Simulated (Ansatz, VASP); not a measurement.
**Mo (Mo(100)-(3x1) missing row): VASP beside Ansatz**

Aim: how closely do two programs agree when they are given the same cell, functional and k mesh? Of the first pair: The structure shown is the start of the Ansatz relaxation below; VASP solves that cell, so the two are compared at the walk's first step.

Main program and level: Ansatz 0.2.0; plane waves, with VASP 6.6.1 beside it; PBE.

### Step 1. The starting structure

The cell holds 14 atoms: 14 Mo. Its edges and angles: a = 9.450 Å, b = 3.150 Å, c = 23.300 Å, α = 90.0°, β = 90.0°, γ = 90.0°. Vacuum lies along c.

### Step 2. Ansatz: relaxation, PBE

Ansatz runs on its default PAW (the set named soft_2) files.

The two programs are compared at the cell with which this relaxation starts, whose forces are those of its first step.

Input file input.yaml:

```yaml
crystal:
  lattice:
    - [9.45, 0.0, 0.0]
    - [0.0, 3.15, 0.0]
    - [0.0, 0.0, 23.3]
  atoms:
    - { symbol: Mo, position: [0.0, 0.0, 0.364806867] }
    - { symbol: Mo, position: [0.33333333, 0.0, 0.364806867] }
    - { symbol: Mo, position: [0.66666667, 0.0, 0.364806867] }
    - { symbol: Mo, position: [0.16666667, 0.5, 0.4324034335] }
    - { symbol: Mo, position: [0.5, 0.5, 0.4324034335] }
    - { symbol: Mo, position: [0.83333333, 0.5, 0.4324034335] }
    - { symbol: Mo, position: [0.0, 0.0, 0.5] }
    - { symbol: Mo, position: [0.33333333, 0.0, 0.5] }
    - { symbol: Mo, position: [0.66666667, 0.0, 0.5] }
    - { symbol: Mo, position: [0.16666667, 0.5, 0.5675965665] }
    - { symbol: Mo, position: [0.5, 0.5, 0.5675965665] }
    - { symbol: Mo, position: [0.83333333, 0.5, 0.5675965665] }
    - { symbol: Mo, position: [0.0, 0.0, 0.635193133] }
    - { symbol: Mo, position: [0.33333333, 0.0, 0.635193133] }
kpoints:
  mp_grid: { grid: [3, 9, 1] }
hamiltonian:
  xc: pbe
scf:
  occupations: { method: fermi_dirac, width: 0.1 }
  convergence: { dr2_threshold: 1.0e-08 }
efield:
  axis: 3
  dipole_correction: true
  ramp_position: 0.97
  ramp_width: 0.06
relax:
  f_tol: 0.015
  max_steps: 90
  constraints: [{ sites: [0, 1, 2, 3, 4, 5] }]
output:
  write_potential: true
  write_density: true
  volumetric_format: npy
```

Run with:

```console
$ ansatz run input.yaml --threads 4 --pin off --max-ram 6144MiB --backend cpu --events-out ev --progress --plain --runs-dir out
```

Numbers of over 12 decimals in the logs are rounded to 6 here.

Output:

```text
Engine: ansatz 0.2.0, x86_64-unknown-linux-gnu
Pseudopotentials: kind: paw
Pseudopotential: Mo, paw, valence charge 14, recommended cutoff 420 eV (normal), Mo.paw.azcp
Functional definition: PBE
  parameter kappa = 0.804
  parameter beta = 0.066725
  exchange = pbe_x(kappa = kappa, mu = beta*pi^2/3)
  correlation = pbe_c(beta = beta)
Crystal: 14 atoms, lattice volume = 693.583 Å³
Basis set: ecut = 420 eV, 13573 PW (Γ), exchange–correlation on 128×48×320 points (8 copies of the dense FFT grid, shifted against one another)
Bands: 118, of which v1, the nominal top of the filled ones, is band 98 counted from 1 (97 counted from 0)
Symmetry: 4 space group operations
Space group: Pmm2 (ITA 25), of the structure as read, at distance tolerance 8.9e-5 Å
k-points: 10 of 27
Non-local potential: Mo, projectors of the file, l = 0: 3, l = 1: 2, l = 2: 2, l = 3: 1
PAW form: soft (Blöchl's): semilocal exchange-correlation on the pseudo side does not see the compensation charge
PAW one-centre angular grid: Mo, 590 points (default); XC on 64 Gauss nodes
Initial density: superposition of atomic densities (neutral atoms: chi_scale 0, normalization atom), corrected by the library's trained network
Initial wavefunctions: pseudopotential atomic-orbital guess
Functional: x = pbe(κ = 0.804, μ = 0.219515), c = pbe(β = 0.066725)
SCF iter   1: F=—  HF=-69371.409650 eV  |F-HF|=—  |Δ(HF+E_count)|=         —  Δρ=6.52e-3  dr2=1.37e0  ethr=1.77e-3  p=0.039 e·Å  D=1.01e-2 V/Å  ΔV_dip=-0.23 eV  dr2_dipole=8.99e-2  V_vac-E_F(+/−)=3.80/4.04 eV  ⟨swp⟩=9.6  Hψ=5725  notcnv=0
efield: sawtooth ramp at fractional position 0.9700 (set: `efield.ramp_position`, or a place that a band, a saddle search or an elastic batch's reference lends), width 0.0600; the density the first Hamiltonian is built on has a dipole p = 0.039 e·Å; the dipole correction subtracts the counter field D = 1.01e-2 V/Å, which shifts the + side's vacuum level by -0.23 eV against the − side's; the planar-averaged density in the ramp window peaks in size at 1.2e-5 e/Å³
preconditioner: auto → LDOS  [metal: Δε(μ)=0.031 eV  Ē_g=3.447 eV  σ=0.100 eV  W_gap=0.08  n_scr=120 (ndim 8)  ℏωp=12.9 eV  f_vac=0.583  D(μ)=15.53/eV (n_scr^D=70)  β→1.0]
SCF iter   2: F=—  HF=-69371.373627 eV  |F-HF|=—  |Δ(HF+E_count)|=   3.60e-2  Δρ=4.09e-3  dr2=2.99e-1  ethr=7.00e-4  p=0.020 e·Å  D=5.12e-3 V/Å  ΔV_dip=-0.12 eV  dr2_dipole=4.32e-4  V_vac-E_F(+/−)=3.82/3.94 eV  ⟨swp⟩=2.5  Hψ=1690  notcnv=0
SCF iter   3: F=—  HF=-69371.349131 eV  |F-HF|=—  |Δ(HF+E_count)|=   2.45e-2  Δρ=1.01e-3  dr2=1.54e-2  ethr=1.53e-4  p=0.021 e·Å  D=5.52e-3 V/Å  ΔV_dip=-0.13 eV  dr2_dipole=1.90e-5  V_vac-E_F(+/−)=3.82/3.95 eV  ⟨swp⟩=2.0  Hψ=1753  notcnv=0
SCF iter   4: F=—  HF=-69371.348129 eV  |F-HF|=—  |Δ(HF+E_count)|=   1.00e-3  Δρ=2.82e-4  dr2=1.41e-3  ethr=7.83e-6  p=0.019 e·Å  D=5.04e-3 V/Å  ΔV_dip=-0.12 eV  dr2_dipole=2.36e-5  V_vac-E_F(+/−)=3.82/3.94 eV  ⟨swp⟩=2.4  Hψ=1602  notcnv=0
SCF iter   5: F=—  HF=-69371.348183 eV  |F-HF|=—  |Δ(HF+E_count)|=   5.34e-5  Δρ=9.71e-5  dr2=1.20e-4  ethr=7.20e-7  p=0.018 e·Å  D=4.66e-3 V/Å  ΔV_dip=-0.11 eV  dr2_dipole=1.19e-8  V_vac-E_F(+/−)=3.83/3.94 eV  ⟨swp⟩=2.4  Hψ=1620  notcnv=0
SCF iter   6: F=—  HF=-69371.348218 eV  |F-HF|=—  |Δ(HF+E_count)|=   3.52e-5  Δρ=3.86e-5  dr2=2.33e-5  ethr=6.13e-8  p=0.017 e·Å  D=4.50e-3 V/Å  ΔV_dip=-0.10 eV  dr2_dipole=8.38e-8  V_vac-E_F(+/−)=3.83/3.93 eV  ⟨swp⟩=2.6  Hψ=1763  notcnv=0
SCF iter   7: F=—  HF=-69371.348284 eV  |F-HF|=—  |Δ(HF+E_count)|=   6.62e-5  Δρ=1.14e-5  dr2=2.03e-6  ethr=1.19e-8  p=0.017 e·Å  D=4.44e-3 V/Å  ΔV_dip=-0.10 eV  dr2_dipole=8.08e-8  V_vac-E_F(+/−)=3.83/3.93 eV  ⟨swp⟩=2.4  Hψ=1650  notcnv=0
SCF iter   8: F=—  HF=-69371.348704 eV  |F-HF|=—  |Δ(HF+E_count)|=   4.20e-4  Δρ=4.09e-6  dr2=2.56e-7  ethr=1.04e-9  p=0.017 e·Å  D=4.42e-3 V/Å  ΔV_dip=-0.10 eV  dr2_dipole=4.68e-9  V_vac-E_F(+/−)=3.83/3.93 eV  ⟨swp⟩=3.4  Hψ=2166  notcnv=0
SCF iter   9: F=—  HF=-69371.348704 eV  |F-HF|=—  |Δ(HF+E_count)|=   2.80e-7  Δρ=1.60e-6  dr2=3.60e-8  ethr=1.31e-10  p=0.017 e·Å  D=4.42e-3 V/Å  ΔV_dip=-0.10 eV  dr2_dipole=2.36e-10  V_vac-E_F(+/−)=3.83/3.93 eV  ⟨swp⟩=2.6  Hψ=2025  notcnv=0
SCF iter  10: F=-69371.348705 eV  HF=-69371.348705 eV  |F-HF|=2.68e-9  |Δ(HF+E_count)|=   4.03e-8  Δρ=6.12e-7  dr2=5.62e-9  ethr=5.10e-12  p=0.017 e·Å  D=4.42e-3 V/Å  ΔV_dip=-0.10 eV  dr2_dipole=9.10e-11  V_vac-E_F(+/−)=3.83/3.93 eV  ⟨swp⟩=10.5  Hψ=8356  notcnv=0
SCF 1 converged in 10 iterations: F = -69371.348705 eV  dr2 = 5.62e-9
  greatest PAW one-centre occupation: 0.998 electrons in one spin orbital (limit 2), on the Mo atom at site 12 (counted from 0), in its partial waves of l = 0
relax step   1: F+E_penalty+E_count = -69371.34870451 eV  Δ(F+E_penalty+E_count) = +0.000e0 eV  max|allowed force component| = 1.806e0 eV/Å  Δτ_max = 0.0000 Å  (10 SCF iters, accepted)
Initial density: handed on by an earlier stage of this run
[...]
SCF converged after 7 iterations
Free energy (F): -69371.827745 eV
Harris-Foulkes:  -69371.827745 eV  (|F-HF|=3.35e-10)
Internal energy: -69371.320592 eV  (E = F + TS)
E sigma→0 (E₀):  -69371.574168 eV
Entropy (-TS):   -0.507153 eV (-36.225 meV/atom)
Fermi energy:    4.035608 eV
Dipole field:    D = 0.004955 V/Å  (p = 0.018991 e·Å, saw-weighted, corrected)
Work function:   Φ+ = 3.8340 eV   Φ− = 3.9495 eV
Levels:          The Fermi level and band energies are counted from a zero that moves with the ramp; work functions are not
--- Per-component energies (eV) ---
  E_band       = -4056.995817
  E_kinetic    = 6152.550799
  E_local      = -224917.362085  (includes V_loc(G=0)·N_el)
  E_nonlocal   = 2012.011915
  E_hartree    = 108948.946977
  E_xc         = -2551.917064
  E_vxc        = -3182.978874  (∫ρ·V_xc dr)
  E_paw        = -44820.535988  (= ΣΔE_a)
  E_vpaw       = -2019.363049  (= ΣTr[D̂ρ^β])
  E_aug_tail   = 0.000597  (compensation charges beyond the density's cutoff)
  E_efield     = 0.000047  (sawtooth field / dipole correction)
  E_vefield    = 0.246179  (∫n·V_field dr)
  E_ewald      = 85804.984210
  E_smearing   = -0.507153  (= −TS)
  E_closure    = -0.000000  (closes the sum)
  Σ components = -69371.827745   (vs F -69371.827745, Δ=0.00e0)
--- Forces (eV/Å), atoms counted from 1 ---
  atom   1  Mo     0.07212563     0.00000000     1.20832348
  atom   2  Mo    -0.07212563     0.00000000     1.20832348
  atom   3  Mo     0.00000000     0.00000000     1.28481312
  atom   4  Mo     0.00000000     0.00000000    -1.35449810
  atom   5  Mo     0.26037054     0.00000000    -1.17334738
  atom   6  Mo    -0.26037054     0.00000000    -1.17334738
  atom   7  Mo    -0.00360852     0.00000000    -0.00262401
  atom   8  Mo     0.00360852     0.00000000    -0.00262401
  atom   9  Mo     0.00000000     0.00000000    -0.00994319
  atom  10  Mo     0.00000000     0.00000000     0.01019928
  atom  11  Mo    -0.00135325     0.00000000     0.00309048
  atom  12  Mo     0.00135325     0.00000000     0.00309048
  atom  13  Mo     0.00426344     0.00000000    -0.00075071
  atom  14  Mo    -0.00426344     0.00000000    -0.00075071
  max |Σ_I F_I| component: 4.52e-5 eV/Å
--- Band table (eV; the first three rows and the last of 10) ---
  k-point 0: bands = [... 94 lower, 3.4449, 3.7403, 3.7533, 3.9500, 3.9570, 3.9911, 4.1444, 4.2447, ... 16 higher]
  k-point 1: bands = [... 94 lower, 3.4653, 3.6027, 3.7514, 3.8542, 3.9619, 4.0455, 4.1753, 4.2142, ... 16 higher]
  k-point 2: bands = [... 94 lower, 3.3663, 3.5027, 3.8126, 3.8893, 3.9445, 4.0371, 4.3428, 4.3556, ... 16 higher]
  k-point 9: bands = [... 94 lower, 3.7727, 3.9456, 4.2078, 4.2659, 4.4932, 4.5319, 4.8734, 5.1001, ... 16 higher]
--- Relaxed structure (7 steps of the walk, 7 accepted, 0 SCFs on fresh bases) ---
  F+E_penalty+E_count = -69371.82774492 eV   max|allowed force component| = 1.020e-2 eV/Å
  atoms:
    - { symbol: Mo, position: [1.666666669754489e-9, 0.0, 0.364806867] }
    - { symbol: Mo, position: [0.333333, 0.0, 0.364806867] }
    - { symbol: Mo, position: [0.666667, 0.0, 0.364806867] }
    - { symbol: Mo, position: [0.166667, 0.5, 0.4324034335] }
    - { symbol: Mo, position: [0.500000, 0.5, 0.4324034335] }
    - { symbol: Mo, position: [0.833333, 0.5, 0.4324034335] }
    - { symbol: Mo, position: [-0.00121625, 0.0, 0.498681] }
    - { symbol: Mo, position: [0.334550, 0.0, 0.498681] }
    - { symbol: Mo, position: [0.666667, 0.0, 0.501545] }
    - { symbol: Mo, position: [0.166667, 0.5, 0.568697] }
    - { symbol: Mo, position: [0.495564, 0.5, 0.568139] }
    - { symbol: Mo, position: [0.837769, 0.5, 0.568139] }
    - { symbol: Mo, position: [-0.0036286, 0.0, 0.626111] }
    - { symbol: Mo, position: [0.336962, 0.0, 0.626111] }
```

(Part 1 of 2 ends here.)

[Lines on the potential files, build, host, timing and source positions are cut from VASP's logs without a mark.]

[Logs are printed without paths, hosts, clocks, repeated set-up lines and the standing remarks that a program may print on its own settings, such as how far it seeks lower states.]

[Hosts, paths, dates, database ids (printed as entryN), source tags and the programs' standing remarks are cut or masked in the printed files.]
